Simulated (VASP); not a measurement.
# Lattice of TiSi2 (Zhiqinite) across functionals and dispersion corrections, part 3 of 3

How close do the usual functionals, with and without dispersion, come to the cell of TiSi2 (Zhiqinite)? The start is a cell from a database of measured crystal structures.

VASP 6.6.1, plane waves and PAW; the level of theory is named at each step.

Still holding for the runs below: The k-mesh is coarse for a metal.

So far. Step 4 (Relaxation with PBE): It ends at 14.18 Å³/atom, +1.6 % from the start, with 0.01 GPa left. The conventional cell has a = 4.810, b = 8.284 and c = 8.541 Å. Step 5 (Relaxation with r2SCAN): It ends at 14.00 Å³/atom, +0.3 % from the start, with -0.03 GPa left. The conventional cell has a = 4.788, b = 8.256 and c = 8.502 Å.

The database entry behind the starting cell is an old determination (1939), so it need not match the best structure at ambient conditions.

### 6. Relaxation with PBE + D3(BJ)

This step: PBE with D3(BJ); plane waves and PAW (Ti_sv, Si) (VASP 6.6.1).

A dispersion term adds the long-range attraction that semilocal functionals lack. D3 with Becke-Johnson damping keeps a finite attraction at short range.

INCAR

```
SYSTEM = TiSi2
PREC = Accurate
ENCUT = 520
EDIFF = 1E-06
NELM = 100
ISMEAR = -1
SIGMA = 0.05
LREAL = .FALSE.
ALGO = Normal
GGA = PE
IVDW = 12
NBANDS = 26
LASPH = .TRUE.
LORBIT = 11
LWAVE = .FALSE.
LCHARG = .FALSE.
KPAR = 4
IBRION = 2
NSW = 60
ISIF = 3
EDIFFG = -0.01
```

POSCAR

```
TiSi2
1.0
    0.0000000000      4.1180000000      4.2615000000
    2.3865000000      0.0000000000      4.2615000000
    2.3865000000      4.1180000000      0.0000000000
Ti Si
2 4
Direct
    0.7500000000      0.7500000000      0.7500000000
    0.5000000000      0.5000000000      0.5000000000
    0.0830000000      0.4170000000      0.0830000000
    0.4170000000      0.0830000000      0.4170000000
    0.1670000000      0.8330000000      0.1670000000
    0.8330000000      0.1670000000      0.8330000000
```

KPOINTS

```
Automatic mesh
0
Gamma
6 6 6
0 0 0
```

The projector-augmented-wave data sets are Ti_sv and Si (PBE family, release 64).

Run with:

```
$ mpirun -np 4 vasp_std
```

The program printed:

```text
[... set-up lines as in an earlier step ...]
 entering main loop
       N       E                     dE             d eps       ncg     rms          rms(c)
[... 14 cycles as in an earlier step ...]
   1 F= -.43953343E+02 E0= -.43946102E+02  d E =-.439533E+02
[... from here on, the cycles between the ionic steps are left out ...]
   2 F= -.43961232E+02 E0= -.43954676E+02  d E =-.788842E-02
   3 F= -.43987402E+02 E0= -.43980531E+02  d E =-.340584E-01
   4 F= -.43991012E+02 E0= -.43984088E+02  d E =-.361058E-02
   5 F= -.43991350E+02 E0= -.43984386E+02  d E =-.394864E-02
   6 F= -.43993530E+02 E0= -.43986476E+02  d E =-.217977E-02
   7 F= -.43993681E+02 E0= -.43986595E+02  d E =-.233078E-02
   8 F= -.43993681E+02 E0= -.43986598E+02  d E =-.233112E-02
[...]
reached required accuracy - stopping structural energy minimisation
```

Run time: 92 s. Hardware: 4 MPI ranks of Intel Xeon 6975P-C (Granite Rapids), shared host; peak memory 1.2 GiB.

From OUTCAR (step 6):

```text
 Edisp (eV)   -3.33382

 Edisp (eV)   -3.33392

  Total      -0.02986     0.04761     0.03327     0.00000     0.00000     0.00000
  in kB      -0.58774     0.93709     0.65493     0.00000     0.00000     0.00000
  external pressure =        0.33 kB  Pullay stress =        0.00 kB

 POSITION                                       TOTAL-FORCE (eV/Angst)
 -----------------------------------------------------------------------------------
      3.55428      6.10439      6.33108         0.000000      0.000000      0.000000
      2.36952      4.06959      4.22072        -0.000000      0.000000     -0.000000
      1.18476      0.69948      2.11036        -0.000000     -0.002274      0.000000
      1.18476      3.37011      2.11036        -0.000000      0.002274      0.000000
      2.36952      1.33532      4.22072         0.000000      0.002274      0.000000
      2.36952      6.80387      4.22072         0.000000     -0.002274      0.000000
 -----------------------------------------------------------------------------------
    total drift:                               -0.000000     -0.000000     -0.000000

  FREE ENERGIE OF THE ION-ELECTRON SYSTEM (eV)
  ---------------------------------------------------
  free  energy   TOTEN  =       -43.9936813045 eV

  energy  without entropy=      -43.9795142558  energy(sigma->0) =      -43.98659778

[... 2 parts as in an earlier step ...]

[... 2 further parts left out ...]
[key lines of the parts left out:]
E-fermi :  10.6205
```

Dispersion corrections of this kind ignore metallic screening and tend to overbind metals.

It ends at 13.57 Å³/atom, -2.8 % from the start, with 0.03 GPa left. The conventional cell has a = 4.739, b = 8.139 and c = 8.441 Å. Against plain PBE, the dispersion term moves a by -1.5 %, b by -1.7 % and c by -1.2 %.

### 7. Relaxation with r2SCAN + rVV10

This step: r2SCAN with rVV10; plane waves and PAW (Ti_sv, Si) (VASP 6.6.1).

LUSE_VDW switches on a nonlocal correlation term for dispersion.

Changes to INCAR since step 6:

```diff
@@ -9,6 +9,9 @@
 ALGO = Normal
-GGA = PE
-IVDW = 12
+METAGGA = R2SCAN
+LUSE_VDW = .TRUE.
+IVDW_NL = 2
+BPARAM = 11.95
+CPARAM = 0.0093
+LASPH = .TRUE.
 NBANDS = 26
-LASPH = .TRUE.
 LORBIT = 11
```

POSCAR is that of step 6.

KPOINTS is that of step 6.

Run with:

```
$ mpirun -np 4 vasp_std
```

The program printed:

```text
[banner, memory and clock lines left out]
running    4 mpi-ranks, on    1 nodes
[...]
|                                                                             |
|               ----> ADVICE to this user running VASP <----                  |
|                                                                             |
|     You have switched on vdW-DFT.                                           |
|     This routine was written and supplied by Jiri Klimes. We recommend      |
|     that you carefully read and cite the following publications:            |
|       J. Klimes, D.R. Bowler, A. Michelides                                 |
|          J. Phys.: Cond Matt. 22 022201 (2010)                              |
|       J. Klimes, D.R. Bowler, A. Michelides                                 |
|          Phys. Rev. B. 83, 195131 (2011)                                    |
|     and references therein.                                                 |
|                                                                             |

[...]
Total rVV10 correction in eV:      0.6519498    45.4728833
Total rVV10 correction in eV:      0.6519498    45.4728833
Total rVV10 correction in eV:      0.6519498    45.4728833
Total rVV10 correction in eV:      0.6519498    45.4728833
Total rVV10 correction in eV:      0.6519496    45.4728833
Total rVV10 correction in eV:      0.6519496    45.4728833
Total rVV10 correction in eV:      0.6519496    45.4728833
Total rVV10 correction in eV:      0.6519496    45.4728833
   1 F= -.63481341E+02 E0= -.63474431E+02  d E =-.634813E+02
[... from here on, the cycles between the ionic steps are left out ...]
   2 F= -.63488622E+02 E0= -.63481793E+02  d E =-.728064E-02
   3 F= -.63488686E+02 E0= -.63481854E+02  d E =-.734539E-02
   4 F= -.63493554E+02 E0= -.63486610E+02  d E =-.486813E-02
   5 F= -.63493951E+02 E0= -.63486964E+02  d E =-.526434E-02
   6 F= -.63495372E+02 E0= -.63488338E+02  d E =-.142095E-02
   7 F= -.63495409E+02 E0= -.63488378E+02  d E =-.145832E-02
   8 F= -.63495408E+02 E0= -.63488377E+02  d E =-.145719E-02
   9 F= -.63495421E+02 E0= -.63488374E+02  d E =-.136164E-04
 trial-energy change:   -0.000014  1 .order   -0.000015   -0.000049    0.000019
 step:   0.7397(harm=  0.7397)  dis= 0.00000  next Energy=   -63.495426 (dE=-0.177E-04)
 reached required accuracy - stopping structural energy minimisation
```

Run time: 12 min. Hardware: 4 MPI ranks; peak memory 2.1 GiB; 44 min of CPU time.

From OUTCAR (step 7):

```text
  Total       -0.0032874     -0.0329304      0.0023655      0.0000000      0.0000000      0.0000000
  in kB       -0.0629808     -0.6308867      0.0453184      0.0000000      0.0000000      0.0000000
  external PRESSURE =      -0.2161830 kB  Pullay stress =       0.0000000 kB

 POSITION                                       TOTAL-FORCE (eV/Angst)
 -----------------------------------------------------------------------------------
      3.58577      6.17852      6.36991        -0.000000     -0.000000      0.000000
      2.39051      4.11902      4.24661        -0.000000     -0.000000     -0.000000
      1.19526      0.71360      2.12330         0.000000      0.000094     -0.000000
      1.19526      3.40541      2.12330         0.000000     -0.000094     -0.000000
      2.39051      1.34591      4.24661        -0.000000     -0.000094      0.000000
      2.39051      6.89212      4.24661        -0.000000      0.000094      0.000000
 -----------------------------------------------------------------------------------
    total drift:                               -0.000000     -0.000000      0.000000

  FREE ENERGIE OF THE ION-ELECTRON SYSTEM (eV)
  ---------------------------------------------------
  free  energy   TOTEN  =       -63.4954214301 eV

  energy  without entropy=      -63.4813271205  energy(sigma->0) =      -63.48837428

[... 2 parts as in an earlier step ...]

[... 2 further parts left out ...]
[key lines of the parts left out:]
E-fermi :  10.3285
```

It ends at 13.94 Å³/atom, -0.2 % from the start, with -0.02 GPa left. The conventional cell has a = 4.781, b = 8.238 and c = 8.493 Å. Against plain r2SCAN, the dispersion term moves a by -0.2 %, b by -0.2 % and c by -0.1 %.

### 8. Relaxation with revPBE + D3(BJ)

This step: revPBE with D3(BJ); plane waves and PAW (Ti_sv, Si) (VASP 6.6.1).

revPBE by itself binds more weakly than PBE and expands cells; dispersion terms fitted to it are the larger for that.

Changes to INCAR since step 7:

```diff
@@ -9,9 +9,6 @@
 ALGO = Normal
-METAGGA = R2SCAN
-LUSE_VDW = .TRUE.
-IVDW_NL = 2
-BPARAM = 11.95
-CPARAM = 0.0093
+GGA = RE
+IVDW = 12
+NBANDS = 26
 LASPH = .TRUE.
-NBANDS = 26
 LORBIT = 11
```

POSCAR is that of step 7.

KPOINTS is that of step 7.

Run with:

```
$ mpirun -np 4 vasp_std
```

The program printed:

```text
[... set-up lines as in an earlier step ...]
 entering main loop
       N       E                     dE             d eps       ncg     rms          rms(c)
DAV:   1     0.392234441870E+03    0.39223E+03   -0.19214E+04  2392   0.164E+03
DAV:   2     0.675036098171E+01   -0.38548E+03   -0.37885E+03  2398   0.466E+02
DAV:   3    -0.389786024859E+02   -0.45729E+02   -0.44765E+02  4160   0.132E+02
DAV:   4    -0.423460366577E+02   -0.33674E+01   -0.33548E+01  3384   0.331E+01
[...]
DAV:  12    -0.390593521495E+02    0.39884E-04   -0.80136E-04  3444   0.214E-01    0.203E-02
DAV:  13    -0.390593476661E+02    0.44834E-05   -0.50341E-05  3294   0.624E-02    0.145E-02
DAV:  14    -0.390593468196E+02    0.84646E-06   -0.28861E-06  2996   0.153E-02
   1 F= -.45263667E+02 E0= -.45256449E+02  d E =-.452637E+02
[... from here on, the cycles between the ionic steps are left out ...]
   2 F= -.45279298E+02 E0= -.45273381E+02  d E =-.156304E-01
   3 F= -.45391839E+02 E0= -.45385308E+02  d E =-.128172E+00
   4 F= -.45397510E+02 E0= -.45390840E+02  d E =-.567082E-02
   5 F= -.45397621E+02 E0= -.45390983E+02  d E =-.578217E-02
   6 F= -.45400088E+02 E0= -.45393388E+02  d E =-.246673E-02
   7 F= -.45400890E+02 E0= -.45394131E+02  d E =-.326863E-02
[...]
reached required accuracy - stopping structural energy minimisation
```

It took 79 s on 4 MPI ranks; peak memory 1.2 GiB; 5.1 min of CPU time.

OUTCAR, selected parts (step 8):

```text
 Edisp (eV)   -6.58667

 Edisp (eV)   -6.58494

  Total       0.04578     0.04844     0.01363     0.00000     0.00000     0.00000
  in kB       0.92762     0.98146     0.27621     0.00000     0.00000     0.00000
  external pressure =        0.73 kB  Pullay stress =        0.00 kB

 POSITION                                       TOTAL-FORCE (eV/Angst)
 -----------------------------------------------------------------------------------
      3.51687      6.03571      6.28587        -0.000000      0.000000     -0.000000
      2.34458      4.02381      4.19058        -0.000000      0.000000      0.000000
      1.17229      0.69129      2.09529         0.000000     -0.000203     -0.000000
      1.17229      3.33251      2.09529         0.000000      0.000203     -0.000000
      2.34458      1.32061      4.19058        -0.000000      0.000203     -0.000000
      2.34458      6.72700      4.19058        -0.000000     -0.000203     -0.000000
 -----------------------------------------------------------------------------------
    total drift:                               -0.000000     -0.000000     -0.000000

  FREE ENERGIE OF THE ION-ELECTRON SYSTEM (eV)
  ---------------------------------------------------
  free  energy   TOTEN  =       -45.4008900137 eV

  energy  without entropy=      -45.3873723451  energy(sigma->0) =      -45.39413118

[... 2 parts as in an earlier step ...]

[... 2 further parts left out ...]
[key lines of the parts left out:]
E-fermi :  11.0569
```

It ends at 13.18 Å³/atom, -5.6 % from the start, with 0.07 GPa left. The conventional cell has a = 4.689, b = 8.048 and c = 8.381 Å.

### 9. Relaxation with optB86b-vdW

This step: optB86b-vdW; plane waves and PAW (Ti_sv, Si) (VASP 6.6.1).

optB86b-vdW pairs nonlocal correlation with a less repulsive exchange of B86b form.

Changes to INCAR since step 8:

```diff
@@ -9,6 +9,9 @@
 ALGO = Normal
-GGA = RE
-IVDW = 12
+GGA = MK
+AGGAC = 0
+LUSE_VDW = .TRUE.
+PARAM1 = 0.1234
+PARAM2 = 1
+LASPH = .TRUE.
 NBANDS = 26
-LASPH = .TRUE.
 LORBIT = 11
```

POSCAR is that of step 8.

KPOINTS is that of step 8.

Run with:

```
$ mpirun -np 4 vasp_std
```

The program printed:

```text
[banner, memory and clock lines left out]
running    4 mpi-ranks, on    1 nodes
[...]
[... a notice as in an earlier step ...]

 [... a notice as in an earlier step ...]

 LDA part: xc-table for (Slater+PW92), standard interpolation
 POSCAR, INCAR and KPOINTS ok, starting setup
[...]
entering main loop
       N       E                     dE             d eps       ncg     rms          rms(c)
DAV:   1     0.400449412605E+03    0.40045E+03   -0.19223E+04  2392   0.164E+03
DAV:   2     0.149517382290E+02   -0.38550E+03   -0.37889E+03  2398   0.466E+02
DAV:   3    -0.305295482549E+02   -0.45481E+02   -0.44528E+02  4150   0.131E+02
DAV:   4    -0.338853602650E+02   -0.33558E+01   -0.33435E+01  3352   0.330E+01
[...]
DAV:  12    -0.307055359412E+02    0.41142E-04   -0.70317E-04  3466   0.201E-01    0.161E-02
DAV:  13    -0.307055320916E+02    0.38496E-05   -0.41067E-05  3312   0.552E-02    0.101E-02
DAV:  14    -0.307055318454E+02    0.24624E-06   -0.15507E-06  2386   0.114E-02
   1 F= -.30705532E+02 E0= -.30698239E+02  d E =-.307055E+02
[... from here on, the cycles between the ionic steps are left out ...]
   2 F= -.30712563E+02 E0= -.30705193E+02  d E =-.703086E-02
   3 F= -.30713764E+02 E0= -.30706417E+02  d E =-.823248E-02
   4 F= -.30715622E+02 E0= -.30708283E+02  d E =-.185740E-02
   5 F= -.30715705E+02 E0= -.30708367E+02  d E =-.194037E-02
   6 F= -.30716961E+02 E0= -.30709504E+02  d E =-.125672E-02
   7 F= -.30717103E+02 E0= -.30709595E+02  d E =-.139826E-02
   8 F= -.30717182E+02 E0= -.30709620E+02  d E =-.785617E-04
 trial-energy change:   -0.000079  1 .order   -0.000079   -0.000217    0.000060
 step:   0.8497(harm=  0.8497)  dis= 0.00061  next Energy=   -30.717188 (dE=-0.851E-04)
 reached required accuracy - stopping structural energy minimisation
```

Run time: 7.9 min. Hardware: 4 MPI ranks; peak memory 2.5 GiB; 29 min of CPU time.

OUTCAR, selected parts (step 9):

```text
  Total        0.0163851     -0.0418038     -0.0176216      0.0000000      0.0000000      0.0000000
  in kB        0.3100056     -0.7909281     -0.3334015      0.0000000      0.0000000      0.0000000
  external PRESSURE =      -0.2714413 kB  Pullay stress =       0.0000000 kB

 POSITION                                       TOTAL-FORCE (eV/Angst)
 -----------------------------------------------------------------------------------
      3.60321      6.20395      6.39257        -0.000000      0.000000      0.000000
      2.40214      4.13597      4.26171         0.000000     -0.000000     -0.000000
      1.20107      0.70728      2.13086         0.000000      0.000634     -0.000000
      1.20107      3.42869      2.13086         0.000000     -0.000634     -0.000000
      2.40214      1.36070      4.26171         0.000000     -0.000634      0.000000
      2.40214      6.91123      4.26171         0.000000      0.000634      0.000000
 -----------------------------------------------------------------------------------
    total drift:                               -0.000000     -0.000000     -0.000000

  FREE ENERGIE OF THE ION-ELECTRON SYSTEM (eV)
  ---------------------------------------------------
  free  energy   TOTEN  =       -30.7171815201 eV

  energy  without entropy=      -30.7020579455  energy(sigma->0) =      -30.70961973

[... 2 parts as in an earlier step ...]

[... 2 further parts left out ...]
[key lines of the parts left out:]
E-fermi :  10.0788
```

It ends at 14.11 Å³/atom, +1.1 % from the start, with -0.03 GPa left. The conventional cell has a = 4.804, b = 8.272 and c = 8.523 Å.

### 10. The cells as a table

This step: relaxed cells at several levels; plane waves and PAW (VASP 6.6.1).

No new run; the numbers come from the runs before.

Lengths are those of the conventional cell; cost is the wall time of each run, as given at its step, times its ranks, without the set-up around it. Results by level, by row:

```tsv
level	volume (Å³/atom)	change from the start (%)	a (Å)	b (Å)	c (Å)	cost (core minutes)
LDA	13.58	-2.7	4.742	8.156	8.429	7.67
PBEsol	13.81	-1.1	4.767	8.198	8.48	7.07
PBE	14.18	1.6	4.81	8.284	8.541	6.4
r2SCAN	14	0.3	4.788	8.256	8.502	19.5
PBE + D3(BJ)	13.57	-2.8	4.739	8.139	8.441	6.13
r2SCAN + rVV10	13.94	-0.2	4.781	8.238	8.493	46.9
revPBE + D3(BJ)	13.18	-5.6	4.689	8.048	8.381	5.27
optB86b-vdW	14.11	1.1	4.804	8.272	8.523	31.4
```

### 11. Outcome

| Quantity | Value |
| --- | --- |
| volume, LDA | 13.58 Å³/atom |
| volume, PBEsol | 13.81 Å³/atom |
| volume, PBE | 14.18 Å³/atom |
| volume, r2SCAN | 14.00 Å³/atom |
| volume, PBE + D3(BJ) | 13.57 Å³/atom |
| volume, r2SCAN + rVV10 | 13.94 Å³/atom |
| volume, revPBE + D3(BJ) | 13.18 Å³/atom |
| volume, optB86b-vdW | 14.11 Å³/atom |

For TiSi2 (Zhiqinite) the levels give volumes between 13.18 Å³/atom (revPBE + D3(BJ)) and 14.18 Å³/atom (PBE), a spread of 7.6 %, while the cost of the finished runs spans a factor of 8.9. Against the volume of the start, a cell from experiment, r2SCAN + rVV10 comes nearest (-0.2 %) and revPBE + D3(BJ) lies farthest (-5.6 %); thermal expansion is in that cell alone. Within 2 % of it: PBEsol, PBE, r2SCAN, r2SCAN + rVV10 and optB86b-vdW. The costs hold the number of ionic steps as well as the price of the functional. Against the listed lengths the levels give a from -1.8 % to +0.8 %, b from -2.3 % to +0.6 % and c from -1.7 % to +0.2 %. Adding D3(BJ) to PBE changes the volume by -4.3 % (a by -1.5 %, b by -1.7 % and c by -1.2 %). Adding rVV10 to r2SCAN changes the volume by -0.5 % (a by -0.2 %, b by -0.2 % and c by -0.1 %). Pairwise corrections of the D and TS kind ignore the screening in a metal, so they may overbind here. Within 0.02 Å all end in space group Fddd; the runs can't lower the symmetry of the start. The k-sampling is coarse for a metal, so the Fermi level, pressures and the shape of the cell carry errors. Each is a single relaxation on the plane waves of the start cell, so larger changes of volume carry a basis-set error that was not tested here. Zero-point and thermal expansion are not included.

[Lines on the potential files, build, host, timing and source positions are cut from VASP's logs without a mark.]

[Logs are printed without paths, hosts, clocks, repeated set-up lines and the standing remarks that a program may print on its own settings, such as how far it seeks lower states.]

[Hosts, paths, dates, database ids (printed as entryN), source tags and the programs' standing remarks are cut or masked in the printed files.]

[A measured line is paired with the nearest computed mode of its activity, which favours agreement.]

[In band tables of VASP the shares of atoms and orbitals are scaled to a sum of 1 inside the atoms' spheres.]
